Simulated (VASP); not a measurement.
NaLaMnMoO6 under changes of volume

One of the cells (11.789 Å³/atom); the others are scaled copies at fixed shape and fractional positions:

```
CELL_PARAMETERS angstrom
4.75370 -2.75501 0.00000
4.75370 2.75501 0.00000
-3.19705 0.00000 4.50098
ATOMIC_POSITIONS crystal
Na 0.25021 0.25021 0.74459
La 0.75117 0.75117 0.25707
Mn 0.49918 0.49918 0.49917
Mo 0.00110 0.00110 0.00114
O 0.28503 0.78106 0.28520
O 0.78106 0.28503 0.28520
O 0.25187 0.25187 0.18775
O 0.74777 0.74777 0.81124
O 0.21883 0.71407 0.71525
O 0.71407 0.21883 0.71525
```

The cell was built by a generator and needn't be a form met in nature.

```yaml
Program: VASP 6.6.1
Functional: PBE
Potentials_or_basis: VASP PAW PBE potentials, release 64 (Na_pv, La, Mn_pv, Mo_sv, O)
Cutoff: 520 eV
k_mesh: 6 × 6 × 6
Occupations: fermi-dirac, width 0.05 eV
Spin: collinear spin, ferromagnetic start
Starting_moments: "[0.0, 0.0, 4.0, 1.0, 0.0, 0.0, 0.0, 0.0, 0.0, 0.0] μB"
```

```tsv
volume (Å³/atom)	energy over the lowest point (meV/atom)	pressure (GPa)	moment (μB per cell)	largest force (eV/Å)
10.865	26.04	12.7	1.42	0.421
11.096	10.93	8.0	1.53	0.275
11.327	?	?	?	?
11.789	0.00	-2.6	2.15	0.300
12.021	5.65	-5.5	2.27	0.454
12.252	15.37	-8.1	2.42	0.625
```

Question: What does the run at 11.327 Å³/atom give?

Answer: Energy over the lowest point 2.32 meV/atom; pressure 4.0 GPa; moment 1.72 μB per cell; largest force 0.113 eV/Å.

Worked out: A Birch-Murnaghan fit of order 3 (a polynomial in V^(-2/3)) to the other rows has its minimum at 11.60 Å³/atom with B0 = V·E''(V) = 166 GPa and B' = 4.8 at fixed shape and positions, which overstates the stiffness. It gives 2.01 meV/atom at 11.327 Å³/atom, against the run's 2.32, and -dE/dV = 4.2 GPa, against 4.0. A parabola through the other rows of the moment, of slope 0.786 μB per Å³/atom there, gives 1.77 μB, against the run's 1.72.

Energies are extrapolated to zero smearing.

Caveats: a cell with one magnetic atom can't hold antiferromagnetic order, which such compounds often take.
